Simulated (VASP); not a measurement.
Method: r2SCAN meta-GGA, VASP's PBE PAW potentials (set 64) (plane waves; VASP).

A VASP calculation is set up with these files.

### KPOINTS
```
Automatic mesh
0
Gamma
6 6 5
0 0 0
```

### INCAR
```
SYSTEM = SiO2
PREC = Accurate
ENCUT = 620
EDIFF = 1E-6
NELM = 100
ALGO = Normal
LREAL = .FALSE.
LASPH = .TRUE.
ISMEAR = 0
SIGMA = 0.05
METAGGA = R2SCAN
LMIXTAU = .TRUE.
LWAVE = .FALSE.
LCHARG = .FALSE.
IBRION = 2
ISIF = 3
NSW = 40
EDIFFG = -0.02
PSTRESS = 450
```

**POSCAR**
```
SiO2
1
    2.0687682162    -3.5832266850     0.0000000000
    2.0687682162     3.5832266850    -0.0000000000
   -0.0000000000    -0.0000000000     5.0012448552
Si O
3 6
Direct
  0.9999999979   0.4190511461   0.3333330000
  0.5809488563   0.5809488563   0.0000000000
  0.4190511461   0.9999999979   0.6666670000
  0.3331480732   0.3547682845   0.2522952787
  0.6452317249   0.9783798004   0.9189622787
  0.6668519151   0.0216202018   0.4143707213
  0.9783798004   0.6452317249   0.0810377213
  0.3547682845   0.3331480732   0.7477047213
  0.0216202018   0.6668519151   0.5856292787
```

POTCAR, in this order: Si O (PBE.64 set). Program: vasp_std.

The resulting files:

### OUTCAR
```
 ion  position               nearest neighbor table
   1  1.000  0.419  0.333-   6 1.58   4 1.58   7 1.60   9 1.60   2 2.72   3 2.72   3 2.72   2 2.72
  LATTYP: Found a hexagonal cell.
 ALAT       =     4.1375494448
 C/A-ratio  =     1.2087456408
 Subroutine PRICEL returns:
 Original cell was already a primitive cell.
 Subroutine GETGRP returns: Found  6 space group operations
The static configuration has the point symmetry C_2 .
 The point group associated with its full space group is D_3 .
The dynamic configuration has the point symmetry C_2 .
 Subroutine INISYM returns: Found  6 space group operations
 Subroutine IBZKPT returns following result:
 Found     27 irreducible k-points:

 Following reciprocal coordinates:
            Coordinates               Weight
  0.000000  0.000000  0.000000      1.000000
  0.166667  0.000000  0.000000      6.000000
  0.333333 -0.000000  0.000000      6.000000
  0.500000 -0.000000  0.000000      3.000000
  0.166667  0.166667  0.000000      6.000000
  0.333333  0.166667  0.000000     12.000000
  0.333333  0.333333  0.000000      2.000000
  0.000000  0.000000  0.200000      2.000000
  0.166667  0.000000  0.200000      6.000000
  0.000000  0.166667  0.200000      6.000000
  0.333333 -0.000000  0.200000      6.000000
 -0.000000  0.333333  0.200000      6.000000
  0.500000 -0.000000  0.200000      6.000000
  0.166667  0.166667  0.200000     12.000000
  0.333333  0.166667  0.200000     12.000000
 -0.166667  0.500000  0.200000     12.000000
  0.333333  0.333333  0.200000      4.000000
  0.000000  0.000000  0.400000      2.000000
  0.166667  0.000000  0.400000      6.000000
  0.000000  0.166667  0.400000      6.000000
  0.333333 -0.000000  0.400000      6.000000
 -0.000000  0.333333  0.400000      6.000000
  0.500000 -0.000000  0.400000      6.000000
...
```

OSZICAR:
```
       N       E                     dE             d eps       ncg     rms          rms(c)
DAV:   1     0.286691364419E+03    0.28669E+03   -0.31295E+04  1566   0.191E+03
DAV:   2    -0.931494713666E+02   -0.37984E+03   -0.37118E+03  2050   0.382E+02
DAV:   3    -0.107984703213E+03   -0.14835E+02   -0.14792E+02  1831   0.813E+01
DAV:   4    -0.108126171862E+03   -0.14147E+00   -0.14121E+00  1834   0.882E+00
DAV:   5    -0.108128156132E+03   -0.19843E-02   -0.19837E-02  1766   0.103E+00    0.276E+01
DAV:   6    -0.898672087803E+02    0.18261E+02   -0.21917E+01  1791   0.263E+01    0.161E+01
DAV:   7    -0.845461250733E+02    0.53211E+01   -0.25369E+00  1821   0.137E+01    0.495E+00
DAV:   8    -0.907317308622E+02   -0.61856E+01   -0.24741E+00  1731   0.106E+01    0.275E+00
DAV:   9    -0.847991113800E+02    0.59326E+01   -0.17268E+00  1626   0.818E+00    0.971E-01
DAV:  10    -0.853372587427E+02   -0.53815E+00   -0.21456E-01  1756   0.383E+00    0.672E-01
DAV:  11    -0.853773681144E+02   -0.40109E-01   -0.13075E-02  1831   0.758E-01    0.434E-01
DAV:  12    -0.855255306353E+02   -0.14816E+00   -0.84587E-02  1631   0.307E+00    0.442E-02
DAV:  13    -0.855363278110E+02   -0.10797E-01   -0.44286E-03  1706   0.698E-01    0.404E-02
DAV:  14    -0.855363515015E+02   -0.23691E-04   -0.11909E-04  1816   0.877E-02    0.404E-02
DAV:  15    -0.855362699540E+02    0.81548E-04   -0.24042E-04  1806   0.118E-01    0.767E-03
DAV:  16    -0.855363668618E+02   -0.96908E-04   -0.33355E-05  1791   0.547E-02    0.322E-03
DAV:  17    -0.855363656219E+02    0.12398E-05   -0.11249E-06  1188   0.103E-02    0.277E-03
DAV:  18    -0.855363693061E+02   -0.36842E-05   -0.15388E-06  1108   0.136E-02    0.118E-03
DAV:  19    -0.855363703511E+02   -0.10449E-05   -0.21474E-07  1068   0.482E-03    0.512E-04
DAV:  20    -0.855363701678E+02    0.18333E-06   -0.72003E-08  1053   0.305E-03
   1 F= -.64710835E+02 E0= -.64710835E+02  d E =-.647108E+02
       N       E                     dE             d eps       ncg     rms          rms(c)
DAV:   1    -0.855793107285E+02   -0.42940E-01   -0.34398E-01  1566   0.429E+00    0.267E-01
DAV:   2    -0.855786457848E+02    0.66494E-03   -0.89740E-03  1836   0.651E-01    0.978E-02
DAV:   3    -0.855783811797E+02    0.26461E-03   -0.48946E-04  1821   0.190E-01    0.390E-02
DAV:   4    -0.855783521002E+02    0.29079E-04   -0.20131E-04  1666   0.135E-01    0.131E-02
DAV:   5    -0.855783508380E+02    0.12622E-05   -0.14728E-04  1611   0.138E-01    0.417E-03
DAV:   6    -0.855783885855E+02   -0.37747E-04   -0.47893E-05  1621   0.716E-02    0.592E-03
DAV:   7    -0.855783933288E+02   -0.47434E-05   -0.28732E-06  1255   0.166E-02    0.216E-03
DAV:   8    -0.855783951345E+02   -0.18056E-05   -0.24040E-06  1073   0.163E-02    0.647E-04
DAV:   9    -0.855783965227E+02   -0.13882E-05   -0.50520E-07   928   0.766E-03    0.613E-04
DAV:  10    -0.855783964212E+02    0.10152E-06   -0.67035E-08   878   0.221E-03
   2 F= -.64712025E+02 E0= -.64712025E+02  d E =-.118940E-02
       N       E                     dE             d eps       ncg     rms          rms(c)
DAV:   1    -0.855837323960E+02   -0.53359E-02   -0.57946E-03  1576   0.557E-01    0.347E-02
DAV:   2    -0.855837202418E+02    0.12154E-04   -0.15223E-04  1836   0.847E-02    0.126E-02
DAV:   3    -0.855837165987E+02    0.36431E-05   -0.81286E-06  1826   0.246E-02    0.507E-03
DAV:   4    -0.855837156937E+02    0.90508E-06   -0.33787E-06  1462   0.176E-02
   3 F= -.64712041E+02 E0= -.64712041E+02  d E =-.120525E-02
       N       E                     dE             d eps       ncg     rms          rms(c)
DAV:   1    -0.855967197214E+02   -0.13003E-01   -0.21174E-01  1601   0.339E+00    0.236E-01
DAV:   2    -0.855966357620E+02    0.83959E-04   -0.53618E-03  1831   0.509E-01    0.895E-02
DAV:   3    -0.855964183666E+02    0.21740E-03   -0.20186E-04  1836   0.145E-01    0.425E-02
DAV:   4    -0.855963590388E+02    0.59328E-04   -0.20579E-04  1711   0.118E-01    0.107E-02
DAV:   5    -0.855963753992E+02   -0.16360E-04   -0.12898E-04  1651   0.127E-01    0.451E-03
DAV:   6    -0.855964085585E+02   -0.33159E-04   -0.29468E-05  1646   0.554E-02    0.431E-03
DAV:   7    -0.855964091040E+02   -0.54553E-06   -0.12905E-06  1178   0.109E-02
   4 F= -.64712135E+02 E0= -.64712135E+02  d E =-.946602E-04
       N       E                     dE             d eps       ncg     rms          rms(c)
DAV:   1    -0.855909306741E+02    0.54779E-02   -0.43923E-02  1601   0.154E+00    0.107E-01
DAV:   2    -0.855909161954E+02    0.14479E-04   -0.11215E-03  1831   0.232E-01    0.408E-02
DAV:   3    -0.855908675168E+02    0.48679E-04   -0.39704E-05  1836   0.642E-02    0.195E-02
DAV:   4    -0.855908586991E+02    0.88177E-05   -0.40371E-05  1711   0.514E-02    0.474E-03
DAV:   5    -0.855908575091E+02    0.11901E-05   -0.23852E-05  1651   0.545E-02    0.196E-03
DAV:   6    -0.855908645940E+02   -0.70849E-05   -0.60011E-06  1631   0.252E-02    0.201E-03
DAV:   7    -0.855908647260E+02   -0.13198E-06   -0.26603E-07  1033   0.480E-03
   5 F= -.64712320E+02 E0= -.64712320E+02  d E =-.279424E-03
```

**OUTCAR**
```
------------------------ aborting loop because EDIFF is reached ----------------------------------------
  FORCE on cell =-STRESS in cart. coord.  units (eV):
  Direction    XX          YY          ZZ          XY          YZ          ZX
  --------------------------------------------------------------------------------------
  Total       20.8733657     20.8736077     20.7813105      0.0000000      0.0000000      0.0000000
  in kB      449.8883751    449.8935907    447.9042891      0.0000000      0.0000000      0.0000000
  external PRESSURE =      -0.7712484 kB  Pullay stress =     450.0000000 kB
  volume of cell :       74.34
      direct lattice vectors                 reciprocal lattice vectors
     2.071936799 -3.588720609 -0.000000000     0.241320102 -0.139325418 -0.000000000
     2.071936799  3.588720609  0.000000000     0.241320102  0.139325418  0.000000000
     0.000000000 -0.000000000  4.998643271     0.000000000 -0.000000000  0.200054284
 POSITION                                       TOTAL-FORCE (eV/Angst)
 -----------------------------------------------------------------------------------
      2.93827     -2.08818      1.66621        -0.001745     -0.003023      0.000000
      2.41121      0.00000      0.00000         0.003491     -0.000000     -0.000000
      2.93827      2.08818      3.33243        -0.001745      0.003023      0.000000
      1.42437      0.07950      1.25727        -0.000127      0.005093      0.005819
      3.36284      1.19380      4.58970        -0.004347     -0.002657      0.005819
      1.42860     -2.31542      2.07516         0.004474      0.002436     -0.005819
      3.36284     -1.19380      0.40894        -0.004347      0.002657     -0.005819
      1.42437     -0.07950      3.74138        -0.000127     -0.005093     -0.005819
      1.42860      2.31542      2.92349         0.004474     -0.002436      0.005819
 -----------------------------------------------------------------------------------
    total drift:                               -0.002832     -0.001244      0.000008
  FREE ENERGIE OF THE ION-ELECTRON SYSTEM (eV)
  ---------------------------------------------------
  free  energy   TOTEN  =       -85.5908647260 eV

  energy  without entropy=      -85.5908647260  energy(sigma->0) =      -85.59086473
  enthalpy is  TOTEN    =       -64.7123200105 eV   P V=       20.8785447155

 reached required accuracy - stopping structural energy minimisation
```
(Selected blocks of OUTCAR.)

CONTCAR:
```
SiO2
   1.00000000000000
     2.0719367993489906   -3.5887206087422165   -0.0000000000000000
     2.0719367993489906    3.5887206087422165    0.0000000000000000
     0.0000000000000000   -0.0000000000000000    4.9986432711356965
  Si              O
     3     6
Direct
     0.9999999977595732    0.4181266444544227    0.3333330000000032
     0.5818733580860023    0.5818733580860023    0.0000000000000000
     0.4181266444544227    0.9999999977595732    0.6666669999999968
     0.3326535002096633    0.3548060839807708    0.2515218259074613
     0.6451939252690733    0.9778474278921805    0.9181888259074651
     0.6673464881270416    0.0221525744212616    0.4151441740925380
     0.9778474278921805    0.6451939252690733    0.0818111740925349
     0.3548060839807708    0.3326535002096633    0.7484781740925388
     0.0221525744212616    0.6673464881270416    0.5848558259074619
```

The compound is SiO2 in the quartz structure. This run relaxes it under an external pressure of 45 GPa. Symmetry was kept, so distortions that lower it aren't found.
